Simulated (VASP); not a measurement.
# SrB (Fm-3m) in VASP: a series of runs

The runs below take SrB through single point, with PBEsol.

All numbers are computed with VASP 6.6.1; they aren't measurements. Logs are shortened: lines on timing, memory, paths and dates and some standing lists are left out, and cuts for length are marked.

## (1) Starting point

The structure is cubic, space group Fm-3m (No. 225). Conventional cell: a = 5.789 Å, b = 5.789 Å, c = 5.789 Å, α = 90.00°, β = 90.00°, γ = 90.00°. Sr (site symmetry m-3m) has 6 B at 2.89 Å as nearest neighbours. B (site symmetry m-3m) is surrounded by 6 Sr at 2.89 Å.

The cell comes from a database or a generator and needn't be the stable form of this composition.

## (2) Single point, PBEsol

INCAR reads:

```
SYSTEM = SrB
PREC     = Accurate       ! precision mode
ENCUT    = 520            ! plane-wave cutoff, eV
EDIFF    = 1E-7           ! SCF threshold, eV
ISMEAR   = 0              ! smearing method
SIGMA    = 0.05           ! smearing width, eV
LREAL    = .False.        ! projectors in reciprocal space
LASPH    = .True.         ! aspherical terms in the spheres
NELM     = 100            ! most SCF steps
ALGO     = Fast           ! electronic algorithm
ISIF     = 2              ! what is computed and relaxed
LWAVE    = .False.        ! write WAVECAR
LCHARG   = .True.         ! write CHGCAR
GGA      = PS             ! functional
LELF     = .True.         ! ELF
LVHAR    = .True.       
NBANDS   = 14             ! bands
```

KPOINTS reads:

```
Automatic mesh
0
Gamma
  10 10 10
  0 0 0
```

POSCAR reads:

```
SrB
1.0
    0.0000000000      2.8946791057      2.8946791057
    2.8946791057      0.0000000000      2.8946791057
    2.8946791057      2.8946791057      0.0000000000
Sr B
1 1
Direct
    0.5000000000      0.5000000000      0.5000000000
    0.0000000000      0.0000000000      0.0000000000
```

Potentials or basis: VASP PAW PBE potentials, release 64 (Sr_sv, B).

On the command line:

```sh
cat potpaw_PBE.64/Sr_sv/POTCAR potpaw_PBE.64/B/POTCAR > POTCAR
mpirun -np 1 vasp_std > vasp.out
```

OUTCAR:

```text
SYSTEM = SrB
   PREC = Accurate
   ENCUT = 520
   EDIFF = 1E-7
   ISMEAR = 0
   LREAL = .False.
   LASPH = .True.
   NELM = 100
   ISIF = 2
   GGA = PS

 ion  position               nearest neighbor table
   1  0.500  0.500  0.500-   2 2.89   2 2.89   2 2.89   2 2.89   2 2.89   2 2.89
   2  0.000  0.000  0.000-   1 2.89   1 2.89   1 2.89   1 2.89   1 2.89   1 2.89

  LATTYP: Found a face centered cubic cell.
 ALAT       =     5.7893582114

  Lattice vectors:

 A1 = (   0.0000000000,   2.8946791057,   2.8946791057)
 A2 = (   2.8946791057,   0.0000000000,   2.8946791057)
 A3 = (   2.8946791057,   2.8946791057,   0.0000000000)

Analysis of symmetry for initial positions (statically):
=====================================================================
 Subroutine PRICEL returns:
 Original cell was already a primitive cell.

 Routine SETGRP: Setting up the symmetry group for a
 face centered cubic supercell.

 Subroutine GETGRP returns: Found 48 space group operations
 (whereof 48 operations were pure point group operations)
 out of a pool of 48 trial point group operations.

The static configuration has the point symmetry O_h .

Analysis of symmetry for dynamics (positions and initial velocities):
=====================================================================
 Subroutine PRICEL returns:
 Original cell was already a primitive cell.

 Routine SETGRP: Setting up the symmetry group for a
 face centered cubic supercell.

 Subroutine GETGRP returns: Found 48 space group operations
 (whereof 48 operations were pure point group operations)
 out of a pool of 48 trial point group operations.

The dynamic configuration has the point symmetry O_h .

 Subroutine INISYM returns: Found 48 space group operations
 (whereof 48 operations are pure point group operations),
 and found     1 'primitive' translations

----------------------------------------------------------------------------------------

                                     Primitive cell

  volume of cell :      48.5100

  direct lattice vectors                    reciprocal lattice vectors
     0.000000000  2.894679106  2.894679106    -0.172730718  0.172730718  0.172730718
     2.894679106  0.000000000  2.894679106     0.172730718 -0.172730718  0.172730718
     2.894679106  2.894679106  0.000000000     0.172730718  0.172730718 -0.172730718

  length of vectors
     4.093694450  4.093694450  4.093694450     0.299178379  0.299178379  0.299178379

  position of ions in fractional coordinates (direct lattice)
     0.500000000  0.500000000  0.500000000
     0.000000000  0.000000000  0.000000000

  ion indices of the primitive-cell ions
   primitive index   ion index
                 1           1
                 2           2

----------------------------------------------------------------------------------------

 KPOINTS: Automatic mesh

Automatic generation of k-mesh.
 Grid dimensions read from file:
 generate k-points for:   10   10   10

 Generating k-lattice:

  Cartesian coordinates                     Fractional coordinates (reciprocal lattice)
    -0.017273072  0.017273072  0.017273072     0.100000000  0.000000000  0.000000000
     0.017273072 -0.017273072  0.017273072     0.000000000  0.100000000  0.000000000
     0.017273072  0.017273072 -0.017273072     0.000000000  0.000000000  0.100000000

  Length of vectors
     0.029917838  0.029917838  0.029917838

  Shift w.r.t. Gamma in fractional coordinates (k-lattice)
     0.000000000  0.000000000  0.000000000

 Subroutine IBZKPT returns following result:
 ===========================================

 Found     47 irreducible k-points:

 Following reciprocal coordinates:
            Coordinates               Weight
  0.000000  0.000000  0.000000      1.000000
  0.100000  0.000000  0.000000      8.000000
  0.200000  0.000000  0.000000      8.000000
  0.300000  0.000000  0.000000      8.000000
  0.400000  0.000000  0.000000      8.000000
  0.500000  0.000000  0.000000      4.000000
[... 16 lines left out ...]
  0.300000  0.300000  0.000000      6.000000
  0.400000  0.300000  0.000000     24.000000
 [... further k-points ...]
   k-points           NKPTS =     47   k-points in BZ     NKDIM =     47   number of bands    NBANDS=     14
   number of dos      NEDOS =    301   number of ions     NIONS =      2
   total plane-waves  NPLWV =  27000
   dimension x,y,z NGX =    30 NGY =   30 NGZ =   30
   dimension x,y,z NGXF=    60 NGYF=   60 NGZF=   60
   ions per type =               1   1
   NGX,Y,Z   is equivalent  to a cutoff of  12.18, 12.18, 12.18 a.u.
   NGXF,Y,Z  is equivalent  to a cutoff of  24.37, 24.37, 24.37 a.u.
 SYSTEM =  SrB
   PREC   = accura    normal or accurate (medium, high low for compatibility)
   ISTART =      0    job   : 0-new  1-cont  2-samecut
   ICHARG =      2    charge: 1-file 2-atom 10-const
   ISPIN  =      1    spin polarized calculation?
   LNONCOLLINEAR =      F non collinear calculations
   LSORBIT =      F    spin-orbit coupling
   LASPH  =      T    aspherical Exc in radial PAW
   ENCUT  =  520.0 eV  38.22 Ry    6.18 a.u.   7.61  7.61  7.61*2*pi/ulx,y,z
   NELM   =    100;   NELMIN=  2; NELMDL= -5     # of ELM steps
   EDIFF  = 0.1E-06   stopping-criterion for ELM
   LREAL  =      F    real-space projection
   EDIFFG = 0.1E-05   stopping-criterion for IOM
   NSW    =      0    number of steps for IOM
   IBRION =     -1    ionic relax: 0-MD 1-quasi-New 2-CG
   NFREE  =      0    steps in history (QN), initial steepest desc. (CG)
   ISIF   =      2    stress and relaxation
   ISYM   =      2    0-nonsym 1-usesym 2-fastsym
   POTIM  = 0.5000    time-step for ionic-motion
   TEBEG  =    0.0;   TEEND  =   0.0 temperature during run
   PSTRESS=    0.0 pullay stress
   NELECT =      13.0000    total number of electrons
   NUPDOWN=      -1.0000    fix difference up-down
   EMIN   =  10.00;   EMAX   =-10.00  energy-range for DOS
   EFERMI =   0.00;   METHOD = LEGACY
   ISMEAR =     0;   SIGMA  =   0.05  broadening in eV -4-tet -1-fermi 0-gaus
   EFERMI_NEDOS =   21; number of points for ismear=-14 and -15
   IALGO  =     68    algorithm
   IMIX   =      4    mixing-type and parameters
     AMIX     =   0.40;   BMIX     =  1.00
     AMIX_MAG =   1.60;   BMIX_MAG =  1.00
  volume/ion in A,a.u.               =      24.25       163.68
  Fermi-wavevector in a.u.,A,eV,Ry     =   1.055469  1.994547 15.157095  1.114015
  Thomas-Fermi vector in A             =   2.190668
   LORBIT       =      0    0 simple, 1 ext, 2 COOP (PROOUT), +10 PAW based schemes
   GGA     = PS    functional components
   LHFCALC =     F    Hartree Fock is set to
   AEXX    =    0.0000 exact exchange contribution
   IVDW    =     0    specifies the selected vdW correction
   LEPSILON=     F    determine dielectric tensor
   LRPA    =     F    only Hartree local field effects (RPA)
 non-spin polarized calculation
 RMM-DIIS sequential band-by-band and
 Gauss-broadening in eV      SIGMA  =   0.05
  energy-cutoff  :      520.00
  volume of cell :       48.51
 maximum number of plane-waves:      1326
   NGX = 15   NGY = 15   NGZ = 15

 number of electron      13.0000000 magnetization

 Free energy of the ion-electron system (eV)
  ---------------------------------------------------
  ext. energy  EPLUGINS =         0.00000000
  ---------------------------------------------------
  free energy    TOTEN  =        -6.39292875 eV

  energy without entropy =       -6.38726601  energy(sigma->0) =       -6.39009738

 E-fermi :   1.9099     XC(G=0):  -9.1157

 val. band max:        1.8903044342   @ k =  -0.3000   0.2000   0.0000
 cond. band min:       1.9223805186   @ k =   0.5000   0.1000   0.0000
 fundamental gap:      0.0320760844
 Fermi energy:         1.9098601350

 k-point     1 :       0.0000    0.0000    0.0000
  band No.  band energies     occupation
      1     -32.3611      2.00000
      2     -14.3154      2.00000
      3     -14.3154      2.00000
      4     -14.3154      2.00000
      5      -4.8555      2.00000
      6       3.7413      0.00000
      7       3.7413      0.00000
      8       3.7413      0.00000
      9       5.5312      0.00000
     10       5.5312      0.00000
     11       5.5312      0.00000
     12       6.9466      0.00000
     13       6.9466      0.00000
     14       7.5806      0.00000

 k-point     2 :       0.1000    0.0000    0.0000
  band No.  band energies     occupation
      1     -32.3582      2.00000
      2     -14.3584      2.00000
      3     -14.3191      2.00000
      4     -14.3191      2.00000
      5      -4.7105      2.00000
      6       3.1542      0.00000
      7       3.4134      0.00000
      8       3.4134      0.00000
      9       5.6742      0.00000
     10       5.7442      0.00000
     11       5.7442      0.00000
     12       7.3971      0.00000
     13       7.3971      0.00000
     14       7.9424      0.00000

 k-point     3 :       0.2000    0.0000    0.0000
  band No.  band energies     occupation
      1     -32.3507      2.00000
      2     -14.4679      2.00000
      3     -14.3287      2.00000
      4     -14.3287      2.00000
      5      -4.3061      2.00000
      6       2.0511      0.00006
      7       2.8129      0.00000
      8       2.8129      0.00000
      9       5.8574      0.00000
     10       6.2619      0.00000
     11       6.2619      0.00000
     12       8.4503      0.00000
     13       8.4503      0.00000
     14       8.7211      0.00000
[... 324 lines left out ...]
 k-point    23 :       0.3000    0.3000    0.0000
  band No.  band energies     occupation
      1     -32.3348      2.00000
      2     -14.5640      2.00000
      3     -14.4058      2.00000
      4     -14.4058      2.00000
      5      -3.7709      2.00000
      6       1.0117      2.00000
      7       2.9887      0.00000
      8       2.9887      0.00000
      9       3.7985      0.00000
     10       7.7460      0.00000
     11       8.4900      0.00000
     12       8.5379      0.00000
     13       8.5379      0.00000
     14      11.6601      0.00000

 k-point    24 :       0.4000    0.3000    0.0000
  band No.  band energies     occupation
      1     -32.3287      2.00000
      2     -14.6142      2.00000
      3     -14.4327      2.00000
      4     -14.4201      2.00000
      5      -3.5852      2.00000
      6       0.9644      2.00000
      7       2.4842      0.00000
      8       2.8295      0.00000
      9       4.0804      0.00000
     10       8.2263      0.00000
     11       8.9129      0.00000
     12       8.9711      0.00000
     13       9.0244      0.00000
     14      11.1896      0.00000

 [... further k-points ...]

------------------------ aborting loop because EDIFF is reached ----------------------------------------

  FORCE on cell =-STRESS in cart. coord.  units (eV):
  Direction    XX          YY          ZZ          XY          YZ          ZX
  --------------------------------------------------------------------------------------
  -------------------------------------------------------------------------------------
  Total        0.6288484      0.6288484      0.6288484     -0.0000000      0.0000000     -0.0000000
  in kB       20.7694630     20.7694630     20.7694630     -0.0000000      0.0000000     -0.0000000
  external PRESSURE =      20.7694630 kB  Pullay stress =       0.0000000 kB

 VOLUME and BASIS-vectors are now :
 -----------------------------------------------------------------------------
  energy-cutoff  :      520.00
  volume of cell :       48.51
      direct lattice vectors                 reciprocal lattice vectors
     0.000000000  2.894679106  2.894679106    -0.172730718  0.172730718  0.172730718
     2.894679106  0.000000000  2.894679106     0.172730718 -0.172730718  0.172730718
     2.894679106  2.894679106  0.000000000     0.172730718  0.172730718 -0.172730718

 POSITION                                       TOTAL-FORCE (eV/Angst)
 -----------------------------------------------------------------------------------
      2.89468      2.89468      2.89468        -0.000000      0.000000      0.000000
      0.00000      0.00000      0.00000         0.000000      0.000000     -0.000000
 -----------------------------------------------------------------------------------
    total drift:                                0.000000     -0.000000      0.000000

  FREE ENERGIE OF THE ION-ELECTRON SYSTEM (eV)
  ---------------------------------------------------
  free  energy   TOTEN  =        -6.3929287546 eV

  energy  without entropy=       -6.3872660140  energy(sigma->0) =       -6.39009738
```

Wall time 44 s (1 thread of Intel Xeon Platinum 8259CL at 2.50GHz (Skylake/Cascade Lake), shared host); peak memory 0.18 GiB.

What came out:

| Quantity | Value |
| --- | --- |
| Free energy | -6.3929 eV |
| Pressure | 2.1 GPa |
| Band gap on the k mesh | none (metal or under the smearing width) |

Caveat: the PAW data sets were made with another functional, which shifts forces and pressure a little.

(Part 1 of 3 ends here.)
